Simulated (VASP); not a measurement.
Calculation: rev-vdW-DF2, VASP's PBE PAW potentials (set 64) (plane waves; VASP).

VASP input:

File POSCAR:
```
Dy
1
    1.7875944192    -3.0962041604     0.0000000000
    1.7875944192     3.0962041604     0.0000000000
    0.0000000000     0.0000000000     5.5299566985
Dy
2
Direct
  0.3333330000   0.6666670000   0.2500000000
  0.6666670000   0.3333330000   0.7500000000
```

**KPOINTS**
```
Automatic mesh
0
gamma
13 13 8
```

INCAR:
```
AGGAC=0.0
ALGO=Normal
EDIFF=1E-7
ENCUT=520
GGA=MK
ISIF=2
ISMEAR=-5
LASPH=.TRUE.
LCHARG=.TRUE.
LMAXMIX=6
LORBIT=11
LREAL=.FALSE.
LUSE_VDW=.TRUE.
LWAVE=.FALSE.
NEDOS=601
NELM=100
PARAM1=0.1234568
PARAM2=0.7114
PREC=Accurate
SYSTEM=Dy
ZAB_VDW=-1.8867
```

POTCAR, in this order: Dy_3 (PBE.64 set). Program: vasp_std.

What will the output report for the number of irreducible k-points (NKPTS), largest plane-wave count, number of space-group operations, FFT grid (NGX, NGY, NGZ)?

```yaml
number of irreducible k-points (NKPTS): 105
largest_plane_wave_count: 1701
number_of_space_group_operations: 24
FFT grid (NGX, NGY, NGZ): 28 × 28 × 42
```

The compound is Dy in the hcp structure. It was relaxed first. The 4f electrons are frozen in the core of the lanthanide potential, so 4f levels, which can set the real gap, and their magnetism are missing.
